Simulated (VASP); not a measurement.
All values below come from PBE GGA with D3 dispersion (zero damping), VASP's PBE PAW potentials (set 64) (plane waves; VASP).

A VASP calculation is set up with these files.

**INCAR**
```
! general
SYSTEM=NaF
PREC  =Accurate
ENCUT =520
LREAL =.FALSE.
LASPH =.TRUE.
ICHARG=11

! electronic loop
EDIFF =1E-7
NELM  =100
ALGO  =Normal

! smearing
ISMEAR=0
SIGMA =0.05

! functional
GGA   =PE
IVDW  =11

! output
LWAVE =.FALSE.
LCHARG=.FALSE.
LORBIT=11
```

POSCAR:
```
NaF
1
    0.0000000000     2.3162446950     2.3162446950
    2.3162446950     0.0000000000     2.3162446950
    2.3162446950     2.3162446950    -0.0000000000
Na F
1 1
Direct
  0.0000000000   1.0000000000   0.0000000000
  0.5000000000   0.5000000000   0.5000000000
```

KPOINTS:
```
k-points along high-symmetry lines
15
Line-mode
Reciprocal
  0.000000   0.000000   0.000000 ! GAMMA
  0.500000   0.000000   0.500000 ! X

  0.500000   0.000000   0.500000 ! X
  0.625000   0.250000   0.625000 ! U

  0.375000   0.375000   0.750000 ! K
  0.000000   0.000000   0.000000 ! GAMMA

  0.000000   0.000000   0.000000 ! GAMMA
  0.500000   0.500000   0.500000 ! L

  0.500000   0.500000   0.500000 ! L
  0.500000   0.250000   0.750000 ! W

  0.500000   0.250000   0.750000 ! W
  0.500000   0.000000   0.500000 ! X
```

POTCAR, in this order: Na_pv F (PBE.64 set). Program: vasp_std. Read from the step before: CHGCAR.

Output

File OSZICAR:
```
       N       E                     dE             d eps       ncg     rms          rms(c)
DAV:   1     0.105908820309E+03    0.10591E+03   -0.82601E+03  1986   0.156E+03
DAV:   2    -0.224316291600E+01   -0.10815E+03   -0.10092E+03  2159   0.360E+02
DAV:   3    -0.813957746639E+01   -0.58964E+01   -0.58723E+01  2259   0.853E+01
DAV:   4    -0.820348429357E+01   -0.63907E-01   -0.63893E-01  2164   0.940E+00
DAV:   5    -0.820415242252E+01   -0.66813E-03   -0.66812E-03  2249   0.100E+00
DAV:   6    -0.820416359326E+01   -0.11171E-04   -0.11171E-04  2178   0.130E-01
DAV:   7    -0.820416383488E+01   -0.24162E-06   -0.24164E-06  2288   0.188E-02
DAV:   8    -0.820416384028E+01   -0.54029E-08   -0.53969E-08  1725   0.287E-03
   1 F= -.85248297E+01 E0= -.85248297E+01  d E =-.240446E-16
```

**OUTCAR**
```
 val. band max:       -2.0798402239   @ k =   0.0000   0.0000   0.0000

 cond. band min:       4.2249530867   @ k =   0.0000   0.0000   0.0000



 k-point     1 :       0.0000    0.0000    0.0000
  band No.  band energies     occupation
      1     -21.2543      2.00000
      2     -21.0237      2.00000
      3     -21.0237      2.00000
      4     -21.0237      2.00000
      5      -2.0798      2.00000
      6      -2.0798      2.00000
      7      -2.0798      2.00000
      8       4.2250      0.00000
      9      16.9035      0.00000
     10      16.9035      0.00000
     11      16.9035      0.00000

 k-point     2 :       0.0357    0.0000    0.0357
  band No.  band energies     occupation
      1     -21.2924      2.00000
      2     -21.0243      2.00000
      3     -21.0243      2.00000
      4     -20.9826      2.00000
      5      -2.1128      2.00000
      6      -2.0855      2.00000
      7      -2.0855      2.00000
      8       4.2881      0.00000
      9      16.6242      0.00000
     10      16.9153      0.00000
     11      16.9154      0.00000

 k-point     3 :       0.0714    0.0000    0.0714
  band No.  band energies     occupation
      1     -21.3654      2.00000
      2     -21.0263      2.00000
      3     -21.0263      2.00000
      4     -20.9008      2.00000
      5      -2.2059      2.00000
      6      -2.1021      2.00000
      7      -2.1021      2.00000
      8       4.4723      0.00000
      9      16.0172      0.00000
     10      16.9499      0.00000
     11      16.9499      0.00000

 k-point     4 :       0.1071    0.0000    0.1071
  band No.  band energies     occupation
      1     -21.4384      2.00000
      2     -21.0294      2.00000
      3     -21.0294      2.00000
      4     -20.8141      2.00000
      5      -2.3438      2.00000
      6      -2.1285      2.00000
      7      -2.1285      2.00000
      8       4.7633      0.00000
      9      15.3301      0.00000
     10      17.0043      0.00000
...
```

The density is held fixed in this step, so its total energy and stress have no physical meaning.

The compound is NaF in the rock salt structure. It was relaxed first.
